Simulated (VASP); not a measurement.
A convergence study with VASP on Ir (fcc): a few settings are varied, all else stays as given below, so the limit is that of these other settings. The cell's lengths are 1 % over those of the tabulated start, so it is off equilibrium.

```
Ir
1.0
    0.00000     1.93920     1.93920
    1.93920     0.00000     1.93920
    1.93920     1.93920     0.00000
Ir
1
Direct
  0.00000   0.00000   0.00000
```

Computed with LDA (Ceperley-Alder, Perdew-Zunger), VASP's LDA PAW potentials (set 64) (plane waves; VASP 6.6.1). The last row used: ADDGRID = .TRUE., 500 eV cut-off, 18×18×18 Γ-centred mesh, first-order Methfessel-Paxton smearing of 0.10 eV, potentials Ir.

```csv
setting,E (eV/atom),pressure (GPa),plane waves
"ADDGRID = unset, ENCUT = 200, PREC = Low",-10.2808,-25.16,113
"ADDGRID = unset, ENCUT = 200, PREC = Normal",-10.2814,-25.13,113
"ADDGRID = .TRUE., ENCUT = 200, PREC = Normal",-10.2813,-25.13,113
"ADDGRID = unset, ENCUT = 200, PREC = Accurate",-10.2807,-25.14,113
"ADDGRID = .TRUE., ENCUT = 200, PREC = Accurate",-10.2807,-25.14,113
"ADDGRID = unset, ENCUT = 300, PREC = Low",-10.2919,-17.56,190
"ADDGRID = unset, ENCUT = 300, PREC = Normal",-10.2923,-17.54,190
"ADDGRID = .TRUE., ENCUT = 300, PREC = Normal",-10.2923,-17.54,190
"ADDGRID = unset, ENCUT = 300, PREC = Accurate",-10.2923,-17.54,190
"ADDGRID = .TRUE., ENCUT = 300, PREC = Accurate",-10.2923,-17.54,190
"ADDGRID = unset, ENCUT = 400, PREC = Low",-10.2907,-16.65,283
"ADDGRID = unset, ENCUT = 400, PREC = Normal",-10.2907,-16.62,283
"ADDGRID = .TRUE., ENCUT = 400, PREC = Normal",-10.2907,-16.62,283
"ADDGRID = unset, ENCUT = 400, PREC = Accurate",-10.2907,-16.62,283
"ADDGRID = .TRUE., ENCUT = 400, PREC = Accurate",-10.2907,-16.62,283
"ADDGRID = unset, ENCUT = 500, PREC = Low",-10.2909,-16.74,388
"ADDGRID = unset, ENCUT = 500, PREC = Normal",-10.2909,-16.73,388
"ADDGRID = .TRUE., ENCUT = 500, PREC = Normal",-10.2909,-16.73,388
"ADDGRID = unset, ENCUT = 500, PREC = Accurate",-10.2909,-16.73,388
"ADDGRID = .TRUE., ENCUT = 500, PREC = Accurate",-10.2909,-16.73,388
```

Left out are rungs that failed or repeat a setting and relaxations that didn't move; long series are thinned to 24 rows.

The compound is Ir in the fcc structure. The cell was not relaxed at this level.
